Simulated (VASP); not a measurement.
Consider the following.

```
W
1.0
   -1.58000     1.58000     1.58000
    1.58000    -1.58000     1.58000
    1.58000     1.58000    -1.58000
W
1
Cartesian
  0.12000   0.05000   0.00000
```

Computed with PBE GGA, VASP's PBE PAW potentials (set 64) (plane waves; VASP). Numerical set-up: 400 eV cut-off, 12×12×12 Γ-centred mesh, first-order Methfessel-Paxton smearing of 0.10 eV, potentials W_sv.

Energy and stress use the plane-wave basis of the starting cell.

**Question.** The ions, cell shape and volume are relaxed. Give the cell that the relaxation ends in.

**Answer.** 
```
W
1.0
   -1.59335     1.59335     1.59335
    1.59335    -1.59335     1.59335
    1.59335     1.59335    -1.59335
W
1
Cartesian
  0.12101   0.05042   0.00000
```
Space group Im-3m (229), at a tolerance of 0.03 Å.

**Question.** How do energy and volume change from the first to the last step?

**Answer.** The energy (σ→0) changes by -9.9 meV/atom and the volume by +2.6 %, in 4 ionic steps.

```tsv
step	E(σ→0) (eV)	max force (eV/Å)	pressure (GPa)	volume (Å³)
1	-12.9447	0.000	7.96	15.78
2	-12.8467	0.000	-22.11	17.64
3	-12.9546	0.000	-0.23	16.19
4	-12.9546	0.000	-0.02	16.18
```

The compound is W in the bcc structure. This run relaxes it. Symmetry was kept, so distortions that lower it aren't found.
